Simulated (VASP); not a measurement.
Calculation: RPBE GGA, VASP's PBE PAW potentials (set 64) (plane waves; VASP).

VASP ran on this input.

INCAR:
```
SYSTEM = Re
PREC = Accurate
ENCUT = 520
EDIFF = 1E-7
NELM = 100
ALGO = Normal
LREAL = .FALSE.
LASPH = .TRUE.
ISMEAR = 1
SIGMA = 0.1
GGA = RP
LMAXMIX = 6
LWAVE = .FALSE.
LCHARG = .FALSE.
ISIF = 4
IBRION = 2
NSW = 30
EDIFFG = -0.01
```

### KPOINTS
```
Automatic mesh
0
Gamma
15 15 8
0 0 0
```

**POSCAR**
```
Re
1
    1.3918507528    -2.4107561029     0.0000000000
    1.3918507528     2.4107561029     0.0000000000
    0.0000000000     0.0000000000     4.4958914761
Re
2
Direct
  0.3333330000   0.6666670000   0.2500000000
  0.6666670000   0.3333330000   0.7500000000
```

POTCAR, in this order: Re (PBE.64 set). Program: vasp_std.

Output of the run:

### OUTCAR
```
 ion  position               nearest neighbor table
   1  0.333  0.667  0.250-   2 2.76   2 2.76   2 2.76   2 2.76   2 2.76   2 2.76
   2  0.667  0.333  0.750-   1 2.76   1 2.76   1 2.76   1 2.76   1 2.76   1 2.76
  LATTYP: Found a hexagonal cell.
 ALAT       =     2.7837014038
 C/A-ratio  =     1.6150767715
 Subroutine PRICEL returns:
 Original cell was already a primitive cell.
 Subroutine GETGRP returns: Found 24 space group operations
The static configuration has the point symmetry D_3d.
 The point group associated with its full space group is D_6h.
The dynamic configuration has the point symmetry D_3d.
 Subroutine INISYM returns: Found 24 space group operations
 Subroutine IBZKPT returns following result:
 Found    135 irreducible k-points:

 Following reciprocal coordinates:
            Coordinates               Weight
  0.000000  0.000000  0.000000      1.000000
  0.066667  0.000000  0.000000      6.000000
  0.133333  0.000000  0.000000      6.000000
  0.200000  0.000000  0.000000      6.000000
  0.266667  0.000000  0.000000      6.000000
  0.333333  0.000000  0.000000      6.000000
  0.400000  0.000000  0.000000      6.000000
  0.466667  0.000000  0.000000      6.000000
  0.066667  0.066667  0.000000      6.000000
  0.133333  0.066667  0.000000     12.000000
  0.200000  0.066667  0.000000     12.000000
  0.266667  0.066667  0.000000     12.000000
  0.333333  0.066667  0.000000     12.000000
  0.400000  0.066667  0.000000     12.000000
  0.466667  0.066667  0.000000      6.000000
  0.133333  0.133333  0.000000      6.000000
  0.200000  0.133333  0.000000     12.000000
  0.266667  0.133333  0.000000     12.000000
  0.333333  0.133333  0.000000     12.000000
  0.400000  0.133333  0.000000     12.000000
  0.200000  0.200000  0.000000      6.000000
  0.266667  0.200000  0.000000     12.000000
  0.333333  0.200000  0.000000     12.000000
  0.400000  0.200000  0.000000      6.000000
  0.266667  0.266667  0.000000      6.000000
  0.333333  0.266667  0.000000     12.000000
  0.333333  0.333333  0.000000      2.000000
  0.000000  0.000000  0.125000      2.000000
  0.066667  0.000000  0.125000     12.000000
  0.133333  0.000000  0.125000     12.000000
  0.200000  0.000000  0.125000     12.000000
  0.266667  0.000000  0.125000     12.000000
  0.333333  0.000000  0.125000     12.000000
  0.400000  0.000000  0.125000     12.000000
  0.466667  0.000000  0.125000     12.000000
  0.066667  0.066667  0.125000     12.000000
  0.133333  0.066667  0.125000     24.000000
  0.200000  0.066667  0.125000     24.000000
  0.266667  0.066667  0.125000     24.000000
  0.333333  0.066667  0.125000     24.000000
   k-points           NKPTS =    135   k-points in BZ     NKDIM =    135   number of bands    NBANDS=     11
   number of dos      NEDOS =    301   number of ions     NIONS =      2
   total plane-waves  NPLWV =  20736
   dimension x,y,z NGX =    24 NGY =   24 NGZ =   36
   dimension x,y,z NGXF=    48 NGYF=   48 NGZF=   72
   ions per type =               2
   PREC   = accura    normal or accurate (medium, high low for compatibility)
   ISTART =      0    job   : 0-new  1-cont  2-samecut
   ICHARG =      2    charge: 1-file 2-atom 10-const
   ISPIN  =      1    spin polarized calculation?
   LNONCOLLINEAR =      F non collinear calculations
   LSORBIT =      F    spin-orbit coupling
   INIWAV =      1    electr: 0-lowe 1-rand  2-diag
   ENCUT  =  520.0 eV  38.22 Ry    6.18 a.u.   5.18  5.18  8.36*2*pi/ulx,y,z
   NELM   =    100;   NELMIN=  2; NELMDL= -5     # of ELM steps
   EDIFF  = 0.1E-06   stopping-criterion for ELM
   LREAL  =      F    real-space projection
...
```

**OSZICAR**
```
       N       E                     dE             d eps       ncg     rms          rms(c)
DAV:   1     0.304604161469E+02    0.30460E+02   -0.69688E+03  5404   0.159E+03
DAV:   2    -0.184901019839E+02   -0.48951E+02   -0.42112E+02  4794   0.316E+02
DAV:   3    -0.246448903318E+02   -0.61548E+01   -0.50358E+01  5105   0.245E+02
DAV:   4    -0.249934483993E+02   -0.34856E+00   -0.31624E+00  5407   0.274E+01
DAV:   5    -0.250055857025E+02   -0.12137E-01   -0.11639E-01  5138   0.312E+00    0.374E+01
DAV:   6    -0.239950028027E+02    0.10106E+01   -0.10318E+00  5568   0.311E+01    0.150E+01
DAV:   7    -0.236528664394E+02    0.34214E+00   -0.72712E-01  5731   0.254E+01    0.806E-01
DAV:   8    -0.236402024206E+02    0.12664E-01   -0.10887E-02  5802   0.122E+00    0.138E-01
DAV:   9    -0.236396346405E+02    0.56778E-03   -0.57117E-04  5767   0.326E-01    0.337E-02
DAV:  10    -0.236396522339E+02   -0.17593E-04   -0.43567E-05  4969   0.575E-02    0.350E-03
DAV:  11    -0.236396532532E+02   -0.10193E-05   -0.88255E-07  4515   0.222E-02    0.296E-03
DAV:  12    -0.236396522670E+02    0.98624E-06   -0.71786E-08  2737   0.818E-03    0.463E-04
DAV:  13    -0.236396522046E+02    0.62416E-07   -0.29662E-08  2594   0.606E-03
   1 F= -.23639652E+02 E0= -.23639933E+02  d E =-.236397E+02
       N       E                     dE             d eps       ncg     rms          rms(c)
DAV:   1    -0.236413397467E+02   -0.16875E-02   -0.16604E-01  4506   0.150E+01    0.213E-01
DAV:   2    -0.236400463867E+02    0.12934E-02   -0.18924E-03  5526   0.580E-01    0.107E-01
DAV:   3    -0.236396398109E+02    0.40658E-03   -0.91162E-04  5744   0.432E-01    0.192E-02
DAV:   4    -0.236396407210E+02   -0.91007E-06   -0.26632E-05  4846   0.607E-02    0.726E-03
DAV:   5    -0.236396404620E+02    0.25898E-06   -0.25605E-07  3304   0.200E-02    0.268E-03
DAV:   6    -0.236396404480E+02    0.14051E-07   -0.88215E-08  2630   0.913E-03
   2 F= -.23639640E+02 E0= -.23639978E+02  d E =0.117566E-04
       N       E                     dE             d eps       ncg     rms          rms(c)
DAV:   1    -0.236404100087E+02   -0.76955E-03   -0.41545E-02  4478   0.755E+00    0.107E-01
DAV:   2    -0.236400863373E+02    0.32367E-03   -0.47373E-04  5485   0.291E-01    0.531E-02
DAV:   3    -0.236399869069E+02    0.99430E-04   -0.21770E-04  5715   0.212E-01    0.100E-02
DAV:   4    -0.236399872071E+02   -0.30020E-06   -0.63078E-06  4799   0.295E-02    0.365E-03
DAV:   5    -0.236399871093E+02    0.97744E-07   -0.36251E-08  2543   0.988E-03
   3 F= -.23639987E+02 E0= -.23640295E+02  d E =-.334905E-03
```

File OUTCAR:
```
------------------------ aborting loop because EDIFF is reached ----------------------------------------
  FORCE on cell =-STRESS in cart. coord.  units (eV):
  Direction    XX          YY          ZZ          XY          YZ          ZX
  --------------------------------------------------------------------------------------
  Total       -0.0348973     -0.0348973     -0.0357999      0.0000000      0.0000000      0.0000000
  in kB       -1.8531492     -1.8531490     -1.9010816      0.0000000      0.0000000      0.0000000
  external PRESSURE =      -1.8691266 kB  Pullay stress =       0.0000000 kB
  volume of cell :       30.17
      direct lattice vectors                 reciprocal lattice vectors
     1.390245123 -2.407975072 -0.000000000     0.359648807 -0.207643346  0.000000000
     1.390245123  2.407975072  0.000000000     0.359648807  0.207643346 -0.000000000
     0.000000000  0.000000000  4.506282311     0.000000000 -0.000000000  0.221912417
 POSITION                                       TOTAL-FORCE (eV/Angst)
 -----------------------------------------------------------------------------------
      1.39025      0.80266      1.12657         0.000000     -0.000000      0.000000
      1.39025     -0.80266      3.37971        -0.000000      0.000000      0.000000
 -----------------------------------------------------------------------------------
    total drift:                                0.000000      0.000010     -0.000016
  FREE ENERGIE OF THE ION-ELECTRON SYSTEM (eV)
  ---------------------------------------------------
  free  energy   TOTEN  =       -23.6399871093 eV

  energy  without entropy=      -23.6409112226  energy(sigma->0) =      -23.64029515

 reached required accuracy - stopping structural energy minimisation
```
(Selected blocks of OUTCAR.)

**CONTCAR**
```
Re
   1.00000000000000
     1.3902451233036768   -2.4079750715371642   -0.0000000000000000
     1.3902451233036768    2.4079750715371642    0.0000000000000000
     0.0000000000000000    0.0000000000000000    4.5062823113826660
  Re
     2
Direct
     0.3333330000000032    0.6666669999999968    0.2500000000000000
     0.6666669999999968    0.3333330000000032    0.7500000000000000
```

File OUTCAR:
```
 val. band max:        7.6118298593   @ k =   0.2667   0.0000   0.5000

 cond. band min:       7.6383487066   @ k =   0.2000   0.1333   0.5000


 Fermi energy:         7.6344375068

 k-point     1 :       0.0000    0.0000    0.0000
  band No.  band energies     occupation
      1      -2.0288      2.00000
      2       1.2170      2.00000
      3       6.1011      2.00000
      4       6.1550      2.00000
      5       6.1551      2.00000
      6       6.9478      2.00000
      7       6.9478      2.00000
      8       7.8769     -0.00322
      9       7.8769     -0.00322
     10       8.1689     -0.00000
     11      10.9060      0.00000

 k-point     2 :       0.0667    0.0000    0.0000
  band No.  band energies     occupation
      1      -1.8515      2.00000
      2       1.3841      2.00000
      3       5.7068      2.00000
      4       6.3166      2.00000
      5       6.4899      2.00000
      6       6.8235      2.00000
      7       7.1004      2.00000
      8       7.4264      2.01223
      9       7.7417     -0.06226
     10       7.8677     -0.00474
     11      10.9950      0.00000

 k-point     3 :       0.1333    0.0000    0.0000
  band No.  band energies     occupation
      1      -1.3410      2.00000
      2       1.8385      2.00000
      3       5.2099      2.00000
      4       6.2825      2.00000
      5       6.4455      2.00000
      6       6.7933      2.00000
      7       6.9743      2.00000
      8       7.4032      2.00513
      9       7.5488      2.00632
     10       7.6083      1.42558
     11      11.2018      0.00000

 k-point     4 :       0.2000    0.0000    0.0000
  band No.  band energies     occupation
      1      -0.5664      2.00000
      2       2.3869      2.00000
      3       4.8042      2.00000
      4       5.1523      2.00000
      5       6.0742      2.00000
      6       6.9816      2.00000
      7       7.2794      2.00001
      8       7.5587      1.95670
      9       7.5908      1.66583
...
```

Unless said otherwise, spin-orbit coupling is left out, though it shifts the bands of the heavy elements here.

The compound is Re in the hcp structure. This run relaxes it. Symmetry was kept, so distortions that lower it aren't found.
